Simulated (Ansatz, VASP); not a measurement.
# SrTlBr3: VASP beside Ansatz, part 3 of 3

Wanted: the spread between two codes on one cell, functional and k mesh. The cell is invented: As first built, before any earlier steps moved the atoms (in the runner's words): it takes the RbSrCl3 structure with some of its atoms replaced by other elements, volume scaled by an estimate. It may not be a known or stable phase. The cell is taken from a series of VASP runs on this material, whose earlier steps may have relaxed, scaled or displaced it; both programs get it as it stands.

VASP 6.6.1 and Ansatz 0.2.0.

So far: The structure; Ansatz: zone-centre phonons, BLYP; VASP: zone-centre phonons, BLYP.

### Step 3. VASP: zone-centre phonons, BLYP (continued)

Level of this step: BLYP; plane waves and PAW (Tl_d, Sr_sv, Br); invented cell (VASP).

Numbers of over 12 decimals in the logs are rounded to 6 here.

OUTCAR, selected parts (step 3):

```text
ion  position               nearest neighbor table
   1  0.500  0.500  0.500-
   2  0.000  0.000  0.000-   3 3.04   4 3.04   5 3.04   5 3.04   4 3.04   3 3.04
   3  0.500  0.000  0.000-   2 3.04   2 3.04
   4  0.000  0.500  0.000-   2 3.04   2 3.04
   5  0.000  0.000  0.500-   2 3.04   2 3.04

  LATTYP: Found a simple cubic cell.
 ALAT       =     6.0756620906

 Subroutine GETGRP returns: Found 48 space group operations
 (whereof 48 operations were pure point group operations)

The static configuration has the point symmetry O_h .

 Found     10 irreducible k-points:

   k-points           NKPTS =     10   k-points in BZ     NKDIM =     10   number of bands    NBANDS=     28

   dimension x,y,z NGX =    40 NGY =   40 NGZ =   40
   dimension x,y,z NGXF=    80 NGYF=   80 NGZF=   80

   ENCUT  =  400.0 eV  29.40 Ry    5.42 a.u.   9.91  9.91  9.91*2*pi/ulx,y,z

   NELECT =      44.0000    total number of electrons

 k-points in reciprocal lattice and weights: Automatic mesh
   0.00000000  0.00000000  0.00000000       0.008
   0.20000000  0.00000000  0.00000000       0.048
   0.40000000  0.00000000  0.00000000       0.048
   0.20000000  0.20000000  0.00000000       0.096
   0.40000000  0.20000000  0.00000000       0.192
   0.40000000  0.40000000  0.00000000       0.096
   0.20000000  0.20000000  0.20000000       0.064
   0.40000000  0.20000000  0.20000000       0.192
   0.40000000  0.40000000  0.20000000       0.192
   0.40000000  0.40000000  0.40000000       0.064

 average (electrostatic) potential at core
       1 -90.1160       2 -40.4034       3 -63.9351       4 -63.9351       5 -63.9351

  Total       -0.0050777     -0.0050777     -0.0050777      0.0000000      0.0000000      0.0000000
  in kB       -0.0362738     -0.0362738     -0.0362738      0.0000000      0.0000000      0.0000000
  external PRESSURE =      -0.0362738 kB  Pullay stress =       0.0000000 kB

  energy-cutoff  :      400.00
  volume of cell :      224.27
      direct lattice vectors                 reciprocal lattice vectors
     6.075662091  0.000000000  0.000000000     0.164591115  0.000000000  0.000000000
     0.000000000  6.075662091  0.000000000     0.000000000  0.164591115  0.000000000
     0.000000000  0.000000000  6.075662091     0.000000000  0.000000000  0.164591115

 POSITION                                       TOTAL-FORCE (eV/Angst)
 -----------------------------------------------------------------------------------
      3.03783      3.03783      3.03783         0.000000      0.000000      0.000000
      0.00000      0.00000      0.00000         0.000000      0.000000      0.000000
      3.03783      0.00000      0.00000         0.000000      0.000000      0.000000
      0.00000      3.03783      0.00000         0.000000      0.000000      0.000000
      0.00000      0.00000      3.03783         0.000000      0.000000      0.000000
 -----------------------------------------------------------------------------------
    total drift:                                0.000000      0.000000     -0.000000

 MACROSCOPIC STATIC DIELECTRIC TENSOR (including local field effects in DFT)
[...]
2     0.00000    -1.97017    -0.00000
    3     0.00000     0.00000    -1.06698
 ion    5
    1    -1.06698     0.00000     0.00000
    2    -0.00000    -1.06698     0.00000
    3    -0.00000    -0.00000    -1.97017

 Eigenvectors and eigenvalues of the dynamical matrix
 ----------------------------------------------------

   1 f  =    4.719380 THz    29.652739 2PiTHz  157.421571 cm-1    19.517778 meV
             X         Y         Z           dx          dy          dz
      3.037831  3.037831  3.037831     0.000000    0.000000   -0.002785
      0.000000  0.000000  0.000000     0.000000    0.000000   -0.630630
      3.037831  0.000000  0.000000    -0.000000    0.000000   -0.054485
      0.000000  3.037831  0.000000     0.000000   -0.000000   -0.054485
      0.000000  0.000000  3.037831     0.000000    0.000000    0.772244

   2 f  =    4.719380 THz    29.652739 2PiTHz  157.421571 cm-1    19.517778 meV
             X         Y         Z           dx          dy          dz
      3.037831  3.037831  3.037831    -0.002770    0.000281    0.000000
      0.000000  0.000000  0.000000    -0.627413    0.063617    0.000000
      3.037831  0.000000  0.000000     0.768305    0.005496    0.000000
      0.000000  3.037831  0.000000    -0.054207   -0.077903   -0.000000
      0.000000  0.000000  3.037831    -0.054207    0.005496   -0.000000

   3 f  =    4.719380 THz    29.652739 2PiTHz  157.421571 cm-1    19.517778 meV
             X         Y         Z           dx          dy          dz
      3.037831  3.037831  3.037831    -0.000281   -0.002770   -0.000000
      0.000000  0.000000  0.000000    -0.063617   -0.627413   -0.000000
      3.037831  0.000000  0.000000     0.077903   -0.054207    0.000000
      0.000000  3.037831  0.000000    -0.005496    0.768305    0.000000
      0.000000  0.000000  3.037831    -0.005496   -0.054207    0.000000

   4 f  =    1.573411 THz     9.886031 2PiTHz   52.483334 cm-1     6.507101 meV
             X         Y         Z           dx          dy          dz
      3.037831  3.037831  3.037831     0.001497    0.000066    0.252433
      0.000000  0.000000  0.000000    -0.003863   -0.000170   -0.651675
      3.037831  0.000000  0.000000    -0.002835    0.000098    0.376096
      0.000000  3.037831  0.000000     0.002230   -0.000125    0.376096
      0.000000  0.000000  3.037831     0.002230    0.000098   -0.478190

   5 f  =    1.573411 THz     9.886031 2PiTHz   52.483334 cm-1     6.507101 meV
             X         Y         Z           dx          dy          dz
      3.037831  3.037831  3.037831     0.252225    0.010235   -0.001498
      0.000000  0.000000  0.000000    -0.651139   -0.026423    0.003867
      3.037831  0.000000  0.000000    -0.477797    0.015249   -0.002232
      0.000000  3.037831  0.000000     0.375787   -0.019389   -0.002232
      0.000000  0.000000  3.037831     0.375787    0.015249    0.002838

   6 f  =    1.573411 THz     9.886031 2PiTHz   52.483334 cm-1     6.507101 meV
             X         Y         Z           dx          dy          dz
      3.037831  3.037831  3.037831    -0.010236    0.252230   -0.000005
      0.000000  0.000000  0.000000     0.026424   -0.651150    0.000013
      3.037831  0.000000  0.000000     0.019389    0.375794   -0.000008
      0.000000  3.037831  0.000000    -0.015250   -0.477805   -0.000008
      0.000000  0.000000  3.037831    -0.015250    0.375794    0.000010

   7 f  =    0.037034 THz     0.232688 2PiTHz    1.235305 cm-1     0.153158 meV
             X         Y         Z           dx          dy          dz
      3.037831  3.037831  3.037831    -0.197938    0.296881   -0.536524
      0.000000  0.000000  0.000000    -0.122966    0.184433   -0.333308
      3.037831  0.000000  0.000000    -0.117313    0.172014   -0.310864
      0.000000  3.037831  0.000000    -0.114686    0.175955   -0.310864
      0.000000  0.000000  3.037831    -0.114686    0.172014   -0.317986

   8 f  =    0.037034 THz     0.232688 2PiTHz    1.235305 cm-1     0.153158 meV
             X         Y         Z           dx          dy          dz
      3.037831  3.037831  3.037831     0.293575   -0.449086   -0.356806
      0.000000  0.000000  0.000000     0.182380   -0.278989   -0.221661
      3.037831  0.000000  0.000000     0.173996   -0.260202   -0.206735
      0.000000  3.037831  0.000000     0.170099   -0.266163   -0.206735
      0.000000  0.000000  3.037831     0.170099   -0.260202   -0.211471

   9 f  =    0.037034 THz     0.232688 2PiTHz    1.235305 cm-1     0.153158 meV
             X         Y         Z           dx          dy          dz
      3.037831  3.037831  3.037831    -0.538340   -0.354060    0.002691
      0.000000  0.000000  0.000000    -0.334436   -0.219955    0.001672
      3.037831  0.000000  0.000000    -0.319062   -0.205144    0.001559
      0.000000  3.037831  0.000000    -0.311916   -0.209844    0.001559
      0.000000  0.000000  3.037831    -0.311916   -0.205144    0.001595

  10 f/i=    0.713858 THz     4.485301 2PiTHz   23.811737 cm-1     2.952278 meV
             X         Y         Z           dx          dy          dz
      3.037831  3.037831  3.037831    -0.000000    0.000000    0.000000
      0.000000  0.000000  0.000000    -0.000000    0.000000    0.000000
      3.037831  0.000000  0.000000     0.000000   -0.208019    0.458996
      0.000000  3.037831  0.000000    -0.496035    0.000000   -0.458996
      0.000000  0.000000  3.037831     0.496035    0.208019    0.000000

  11 f/i=    0.713858 THz     4.485301 2PiTHz   23.811737 cm-1     2.952278 meV
             X         Y         Z           dx          dy          dz
      3.037831  3.037831  3.037831    -0.000000   -0.000000   -0.000000
      0.000000  0.000000  0.000000    -0.000000   -0.000000   -0.000000
      3.037831  0.000000  0.000000    -0.000000    0.593673    0.372103
      0.000000  3.037831  0.000000     0.095353   -0.000000   -0.372103
      0.000000  0.000000  3.037831    -0.095353   -0.593673   -0.000000

  12 f/i=    0.713858 THz     4.485301 2PiTHz   23.811737 cm-1     2.952278 meV
             X         Y         Z           dx          dy          dz
      3.037831  3.037831  3.037831     0.000000    0.000000    0.000000
      0.000000  0.000000  0.000000     0.000000    0.000000    0.000000
      3.037831  0.000000  0.000000     0.000000   -0.322925    0.388410
      0.000000  3.037831  0.000000     0.494831    0.000000   -0.388410
      0.000000  0.000000  3.037831    -0.494831    0.322925    0.000000

  13 f/i=    1.141045 THz     7.169398 2PiTHz   38.061169 cm-1     4.718981 meV
             X         Y         Z           dx          dy          dz
      3.037831  3.037831  3.037831    -0.328896   -0.642350    0.017467
      0.000000  0.000000  0.000000     0.060067    0.117314   -0.003190
      3.037831  0.000000  0.000000     0.077760    0.413754   -0.011251
      0.000000  3.037831  0.000000     0.211851    0.151869   -0.011251
      0.000000  0.000000  3.037831     0.211851    0.413754   -0.004130

  14 f/i=    1.141045 THz     7.169398 2PiTHz   38.061169 cm-1     4.718981 meV
             X         Y         Z           dx          dy          dz
      3.037831  3.037831  3.037831     0.642539   -0.328992    0.000012
      0.000000  0.000000  0.000000    -0.117348    0.060085   -0.000002
      3.037831  0.000000  0.000000    -0.151913    0.211912   -0.000008
      0.000000  3.037831  0.000000    -0.413876    0.077782   -0.000008
      0.000000  0.000000  3.037831    -0.413876    0.211912   -0.000003

  15 f/i=    1.141045 THz     7.169398 2PiTHz   38.061169 cm-1     4.718981 meV
             X         Y         Z           dx          dy          dz
      3.037831  3.037831  3.037831     0.007950    0.015553    0.721656
      0.000000  0.000000  0.000000    -0.001452   -0.002841   -0.131798
      3.037831  0.000000  0.000000    -0.001880   -0.010018   -0.464837
      0.000000  3.037831  0.000000    -0.005121   -0.003677   -0.464837
      0.000000  0.000000  3.037831    -0.005121   -0.010018   -0.170618

 MACROSCOPIC STATIC DIELECTRIC TENSOR IONIC CONTRIBUTION
 ------------------------------------------------------
           1.641273    -0.000000     0.000000
          -0.000000     1.641273    -0.000000
           0.000000    -0.000000     1.641273
 ------------------------------------------------------

 ELASTIC MODULI CONTR FROM IONIC RELAXATION (kBar)
 Direction    XX          YY          ZZ          XY          YZ          ZX
 --------------------------------------------------------------------------------
 XX           0.0000      0.0000      0.0000      0.0000      0.0000      0.0000
 YY           0.0000      0.0000      0.0000      0.0000      0.0000      0.0000
 ZZ           0.0000      0.0000      0.0000      0.0000      0.0000      0.0000
 XY           0.0000      0.0000      0.0000      0.0000      0.0000      0.0000
 YZ           0.0000      0.0000      0.0000      0.0000      0.0000      0.0000
 ZX           0.0000      0.0000      0.0000      0.0000      0.0000      0.0000
 --------------------------------------------------------------------------------

 PIEZOELECTRIC TENSOR IONIC CONTR  for field in x, y, z        (C/m^2)
          XX          YY          ZZ          XY          YZ          ZX
  --------------------------------------------------------------------------------
  x     0.00000     0.00000     0.00000     0.00000     0.00000     0.00000
  y     0.00000     0.00000     0.00000     0.00000     0.00000     0.00000
  z     0.00000     0.00000     0.00000     0.00000     0.00000     0.00000
```

With imaginary modes the cell is no minimum, so the ionic parts of its dielectric, piezoelectric and elastic tensors have no meaning.

### Step 4. Side by side

Known differences besides the potentials themselves: the cutoff is 420 eV in Ansatz and 400 eV in VASP; Ansatz makes its cores anew for this functional, VASP keeps those of its PBE data sets; VASP leaves aspherical gradient terms in its spheres out (LASPH is not set), Ansatz keeps them; VASP's log shows a relativistic correction to its local exchange, Ansatz's none. Total energies have different zeros and are not compared.

Both answers:

```
                                                   quantity  Ansatz   VASP  difference
                                                      ε∞ xx    3.10   3.11     -0.31 %
                                                      ε∞ yy    3.10   3.11     -0.31 %
                                                      ε∞ zz    3.10   3.11     -0.31 %
              Born charge of Tl1 (mean of the diagonal) (e)    1.67   1.67        0.00
              Born charge of Sr2 (mean of the diagonal) (e)    2.42   2.43       -0.01
              Born charge of Br3 (mean of the diagonal) (e)   -1.37  -1.37        0.00
optical mode 1 to 3 (imaginary, printed as negative) (cm⁻¹)   -38.5  -38.1        -0.5
optical mode 4 to 6 (imaginary, printed as negative) (cm⁻¹)   -20.4  -23.8        +3.4
                                 optical mode 7 to 9 (cm⁻¹)    53.4   52.5     +1.77 %
                               optical mode 10 to 12 (cm⁻¹)   155.9  157.4     -0.99 %
```

Modes are paired by rising frequency and degeneracy, not by their patterns, so a pair may still set unlike modes beside each other.

### Step 5. Summary of results

| Quantity | Value |
| --- | --- |
| r.m.s. difference of the optical zone-centre modes, each program's sorted by frequency (zone-centre phonons, BLYP) | 1.9 cm⁻¹ |
| difference in optical mode 7 to 9 (zone-centre phonons, BLYP) | +1.8 % |

**Reading.** The r.m.s. difference of the optical zone-centre modes, each program's sorted by frequency is 1.9 cm⁻¹ (zone-centre phonons, BLYP). Among the rows given in per cent, the largest difference of the zone-centre phonons, BLYP pair is in optical mode 7 to 9, +1.8 %. How closely two codes agree says nothing of how well the functional describes the real material.

[Lines on the potential files, build, host, timing and source positions are cut from VASP's logs without a mark.]

[Logs are printed without paths, hosts, clocks, repeated set-up lines and the standing remarks that a program may print on its own settings, such as how far it seeks lower states.]

[Hosts, paths, dates, database ids (printed as entryN), source tags and the programs' standing remarks are cut or masked in the printed files.]
